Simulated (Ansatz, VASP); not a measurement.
# Cross-check of HfTi2 (HfTi2 in the C11b ordering) between VASP and Ansatz, part 2 of 2

One calculation is typed for both programs; each brings its own data sets. How far apart do they land? The cell is generated by rule, not measured, and may not be a known phase. The cell is taken from a series of runs on this material, whose earlier steps may have relaxed, scaled, displaced or heated it; both programs get it as it stands.

VASP 6.6.1 and Ansatz 0.2.0.

So far: Starting point; VASP: relaxation of cell and atoms, PBE.

The structure was built from a prototype and need not be the compound's stable phase.

## (3) Ansatz: relaxation of cell and atoms, PBE

Level of this step: Ansatz beside VASP: Kohn-Sham DFT, plane waves, PBE (Ansatz).

Ansatz runs on its PAW soft_1 files.

The same cell, functional, mesh and smearing now go to Ansatz, which takes its cutoff from its data sets.

The input, input.yaml:

```yaml
crystal:
  lattice:
    - [3.4496780649, 0.0, -1.7027e-06]
    - [0.0, 3.4496780649, -1.7027e-06]
    - [1.7248414063, 1.7248414063, 4.8093738652]
  atoms:
    - { symbol: Hf, position: [0.0, 0.0, 0.0] }
    - { symbol: Ti, position: [0.6881578625, 0.6881578625, 0.6236842749] }
    - { symbol: Ti, position: [0.3118421375, 0.3118421375, 0.3763157251] }
kpoints:
  mp_grid: { grid: [8, 8, 8] }
hamiltonian:
  xc: pbe
  pseudopotentials: { kind: paw, azcp: { folder: soft_1 } }
scf:
  occupations: { method: methfessel_paxton, width: 0.2 }
output:
  forces: true
  stress: true
  eigenvalues: true
  write_density: true
  write_potential: true
  elf: true
  volumetric_format: npy
relax:
  adjacent_minimum: "off"
  f_tol: 0.001
  max_steps: 60
  cell: { stress_tol: 0.01 }
```

On the command line:

```bash
$ ansatz run input.yaml --threads 4 --pin off --max-ram 12288MiB --backend cpu --events-out ev --progress --plain --runs-dir out
```

Numbers of over 12 decimals in the logs are rounded to 6 here.

What it wrote:

```text
Engine: ansatz 0.2.0, x86_64-unknown-linux-gnu
Pseudopotentials: kind: paw
Pseudopotential: Hf, paw, valence charge 26, recommended cutoff 420 eV (normal), soft_1/Hf.paw.azcp
Pseudopotential: Ti, paw, valence charge 12, recommended cutoff 420 eV (normal), soft_1/Ti.paw.azcp
Functional definition: PBE
  parameter kappa = 0.804
  parameter beta = 0.066725
  exchange = pbe_x(kappa = kappa, mu = beta*pi^2/3)
  correlation = pbe_c(beta = beta)
Crystal: 3 atoms, lattice volume = 57.233 Å³
Basis set: ecut = 420 eV, 1113 PW (Γ), exchange–correlation on 48×48×80 points (8 copies of the dense FFT grid, shifted against one another)
Bands: 30, of which v1, the nominal top of the filled ones, is band 25 counted from 1 (24 counted from 0)
Symmetry: 16 space group operations
Space group: I4/mmm (ITA 139), of the structure as read, at distance tolerance 3.9e-5 Å
k-points: 59 of 512
Non-local potential: Hf, projectors of the file, l = 0: 3, l = 1: 2, l = 2: 2, l = 3: 3
Non-local potential: Ti, projectors of the file, l = 0: 3, l = 1: 2, l = 2: 3, l = 3: 1
PAW form: soft (Blöchl's): semilocal exchange-correlation on the pseudo side does not see the compensation charge
PAW one-centre angular grid: Hf, 590 points (default); XC on 64 Gauss nodes
PAW one-centre angular grid: Ti, 590 points (default); XC on 64 Gauss nodes
Initial density: superposition of atomic densities (chi_scale 0.1, normalization cell, long waves kept (reshape's long-wave potential 0.00 eV rms))
Initial wavefunctions: pseudopotential atomic-orbital guess
Functional: x = pbe(κ = 0.804, μ = 0.219515), c = pbe(β = 0.066725)
SCF iter   1: F=—  HF=-20721.851498 eV  |F-HF|=—  |Δ(HF+E_count)|=         —  Δρ=5.15e-2  dr2=1.81e0  ethr=3.10e-3  ⟨swp⟩=3.2  Hψ=5433  notcnv=0
preconditioner: auto → Kerker (q_TF=auto, 2.668 Å⁻¹)  [metal: Δε(μ)=0.002 eV  Ē_g=18.221 eV  σ=0.200 eV  W_gap=0.01  n_scr=16 (ndim 8)  ℏωp=32.6 eV  f_vac=0.000  D(μ)=4.77/eV (n_scr^D=60)]
SCF iter   2: F=—  HF=-20721.454285 eV  |F-HF|=—  |Δ(HF+E_count)|=   3.97e-1  S|Δr|=    0.00e0  Δρ=2.74e-2  dr2=6.06e-1  ethr=3.10e-3  ⟨swp⟩=2.0  Hψ=2660  notcnv=0  defer=5
SCF iter   3: F=—  HF=-20721.291664 eV  |F-HF|=—  |Δ(HF+E_count)|=   1.63e-1  S|Δr|=    0.00e0  Δρ=5.75e-3  dr2=3.72e-2  ethr=1.21e-3  ⟨swp⟩=2.6  Hψ=3231  notcnv=0  defer=5
SCF iter   4: F=—  HF=-20721.279296 eV  |F-HF|=—  |Δ(HF+E_count)|=   1.24e-2  S|Δr|=    0.00e0  Δρ=3.20e-3  dr2=4.23e-3  ethr=7.45e-5  ⟨swp⟩=2.1  Hψ=3276  notcnv=0  defer=5
SCF iter   5: F=—  HF=-20721.276729 eV  |F-HF|=—  |Δ(HF+E_count)|=   2.57e-3  S|Δr|=    0.00e0  Δρ=1.23e-3  dr2=6.01e-4  ethr=8.45e-6  ⟨swp⟩=2.0  Hψ=2183  notcnv=0  defer=5
SCF iter   6: F=—  HF=-20721.276650 eV  |F-HF|=—  |Δ(HF+E_count)|=   7.91e-5  S|Δr|=    0.00e0  Δρ=3.03e-4  dr2=4.28e-5  ethr=1.20e-6  ⟨swp⟩=2.0  Hψ=2192  notcnv=0  defer=5
SCF iter   7: F=—  HF=-20721.276662 eV  |F-HF|=—  |Δ(HF+E_count)|=   1.14e-5  S|Δr|=    0.00e0  Δρ=5.78e-5  dr2=2.01e-6  ethr=8.55e-8  ⟨swp⟩=2.0  Hψ=2855  notcnv=0  defer=5
SCF iter   8: F=—  HF=-20721.276661 eV  |F-HF|=—  |Δ(HF+E_count)|=   8.50e-7  S|Δr|=    0.00e0  Δρ=1.77e-5  dr2=1.82e-7  ethr=4.03e-9  ⟨swp⟩=2.0  Hψ=3201  notcnv=0  defer=5
SCF iter   9: F=-20721.276661 eV  HF=-20721.276661 eV  |F-HF|=4.98e-9  |Δ(HF+E_count)|=   4.37e-9  S|Δr|=    0.00e0  Δρ=3.75e-6  dr2=6.79e-9  ethr=2.00e-10  ⟨swp⟩=8.7  Hψ=11453  notcnv=0
the search or the solves at the SCF's close seem to have found levels that the self-consistency loop had missed (the run counts 1). By its estimate they hold under 1e-12 electrons; where the run keeps them, the occupations were computed again with them
SCF 1 converged in 9 iterations: F = -20721.276661 eV  dr2 = 6.79e-9
  greatest PAW one-centre occupation: 0.999 electrons in one spin orbital (limit 2), on the Ti atom at site 2 (counted from 0), in its partial waves of l = 0
relax step   1: F+E_penalty+E_count = -20721.27666088 eV  Δ(F+E_penalty+E_count) = +0.000e0 eV  max|allowed force component| = 1.375e-2 eV/Å  Δτ_max = 0.0000 Å  P = -0.032 GPa  Ω = 57.233 Å³  (9 SCF iters, dr2 threshold 1.00e-7 eV, accepted)
[...]
relax step   4: F+E_penalty+E_count = -20721.27676012 eV  Δ(F+E_penalty+E_count) = +5.693e-6 eV  max|allowed force component| = 1.319e-3 eV/Å  Δτ_max = 0.0004 Å  P = -0.021 GPa  Ω = 57.223 Å³  energy of the carried Pulay correction = +2.860e-6 eV  (6 SCF iters, dr2 threshold 1.39e-9 eV, accepted)
[...]
relax step   5: F+E_penalty+E_count = -20721.27676407 eV  Δ(F+E_penalty+E_count) = -3.945e-6 eV  max|allowed force component| = 2.491e-6 eV/Å  Δτ_max = 0.0002 Å  P = -0.000 GPa  Ω = 57.212 Å³  energy of the carried Pulay correction = +5.860e-6 eV  (5 SCF iters, dr2 threshold 1.11e-9 eV, accepted)
[...]
relax step   6: F+E_penalty+E_count = -20721.27675682 eV  Δ(F+E_penalty+E_count) = +7.250e-6 eV  max|allowed force component| = 5.763e-7 eV/Å  Δτ_max = 0.0000 Å  P = -0.000 GPa  Ω = 57.212 Å³  stress off target by 1.57e-3 GPa  SCF on the basis re-selected at this cell (its energy is not comparable with the rows above)  (6 SCF iters)
basis re-selected at this cell: Δ(F+E_penalty+E_count) = +7.250e-6 eV, ΔP = -0.000 GPa vs the last step (what re-selecting the basis moved, of the pressure what is left beyond the Pulay correction that the steps carried, after the strain that the cell walked since its last selection, with what the two solves' SCF thresholds leave and, on support functions, any second-order correction that the steps lacked; it is no measure of the basis error at this ecutwfc). The dense FFT grid was sized anew with the basis: this SCF ran on 24×24×36 points, the steps before it on 24×24×40, so part of this shift can come from that change (see relax.cell in the input reference). [rest of the remark cut]
SCF converged after 6 iterations
Stability not checked: this state was not tested for a lower state beside it, because cold or Methfessel-Paxton smearing, or corrected tetrahedra, fill the levels in a way that the test cannot read (fill_not_monotonic; see scf.lower_state_search)
Free energy (F): -20721.276757 eV
Harris-Foulkes:  -20721.276757 eV  (|F-HF|=7.28e-12)
Internal energy: -20721.276661 eV  (E = F + TS)
E sigma→0 (E₀):  -20721.276733 eV
Entropy (-TS):   -0.000096 eV (-0.032 meV/atom)
Fermi energy:    14.906205 eV
--- Per-component energies (eV) ---
  E_band       = -358.614171
  E_kinetic    = 972.105160
  E_local      = -8573.879870  (includes V_loc(G=0)·N_el)
  E_nonlocal   = 179.673052
  E_hartree    = 4007.693576
  E_xc         = -498.832351
  E_vxc        = -545.636501  (∫ρ·V_xc dr)
  E_paw        = -9781.150484  (= ΣΔE_a)
  E_vpaw       = -406.263114  (= ΣTr[D̂ρ^β])
  E_aug_tail   = -0.000060  (compensation charges beyond the density's cutoff)
  E_ewald      = -7026.885683
  E_smearing   = -0.000096  (= −TS)
  E_closure    = 0.000000  (closes the sum)
  Σ components = -20721.276757   (vs F -20721.276757, Δ=0.00e0)
--- Forces (eV/Å), atoms counted from 1 ---
  atom   1  Hf    -0.00000000     0.00000000     0.00000000
  atom   2  Ti    -0.00000000    -0.00000000    -0.00000058
  atom   3  Ti     0.00000000     0.00000000     0.00000058
  max |Σ_I F_I| component: 1.06e-22 eV/Å
--- Stress (GPa, compression-positive) ---
       -0.001278       0.000000       0.000000
        0.000000      -0.001278       0.000000
        0.000000       0.000000       0.001566
  P = ⅓ Tr σ = -0.0003 GPa (-0.003 kbar)
--- Band table (eV; the first three rows and the last of 59) ---
  k-point 0: bands = [... 21 lower, 13.4194, 13.9036, 14.0308, 15.3056, 16.3832, 16.3832, 16.4004, 16.4004, ... 1 higher]
  k-point 1: bands = [... 21 lower, 13.1409, 13.7094, 14.4187, 15.3379, 16.1447, 16.1447, 16.3537, 16.3537, ... 1 higher]
  k-point 2: bands = [... 21 lower, 12.8015, 13.3036, 15.0716, 15.4226, 15.8056, 15.8056, 16.2829, 16.2829, ... 1 higher]
  k-point 58: bands = [... 21 lower, 13.7322, 13.7322, 14.6033, 15.1099, 15.1099, 15.3345, 15.3345, 16.9548, ... 1 higher]
--- Relaxed structure (5 steps of the walk, 5 accepted, 1 SCFs on fresh bases) ---
  F+E_penalty+E_count = -20721.27675682 eV   max|allowed force component| = 5.763e-7 eV/Å   (the final SCF, on the basis selected at the relaxed cell)
  cell:  # Å, volume = 57.2119 Å³
    - [3.452506, -4.20560890687512e-13, -1.7041054425731958e-6]
    - [-4.205608906876642e-13, 3.452506, -1.7041054425735042e-6]
    - [1.726255, 1.726255, 4.799737]
  atoms:
    - { symbol: Hf, position: [0, 0, 0] }
    - { symbol: Ti, position: [0.688204, 0.688204, 0.623593] }
    - { symbol: Ti, position: [0.311796, 0.311796, 0.376407] }
```

## (4) Comparison

Known differences besides the potentials themselves: the data sets hold 50 valence electrons in Ansatz (on its PAW soft_1 files) and 34 in VASP; the cutoff is 420 eV in Ansatz and 500 eV in VASP; Ansatz adds a Pulay correction to the stress that steers its cell, VASP none. Total energies have different zeros and are not compared.

Compared:

```csv
quantity,Ansatz,VASP,difference
volume (Å³),57.21,57.01,+0.35 %
"edge a after relaxation, in the typed setting (Å)",3.453,3.450,+0.08 %
"edge c after relaxation, in the typed setting (Å)",5.385,5.376,+0.17 %
```

## (5) Outcome

```
difference in volume (relaxation of cell and atoms, PBE) : 0.35 %
```

**Reading.** The difference in volume is 0.35 % (relaxation of cell and atoms, PBE), within the 1.2 % picked in this series as the mark of a large difference, as far as the stopping tolerances let one tell. The data sets hold unlike numbers of valence electrons (50 in Ansatz and 34 in VASP), so part of the differences comes from the potentials. How closely two codes agree says nothing of how well the functional describes the real material.

[Lines on the potential files, build, host, timing and source positions are cut from VASP's logs without a mark.]

[Logs are printed without paths, hosts, clocks, repeated set-up lines and the standing remarks that a program may print on its own settings, such as how far it seeks lower states.]

[Hosts, paths, dates, database ids (printed as entryN), source tags and the programs' standing remarks are cut or masked in the printed files.]
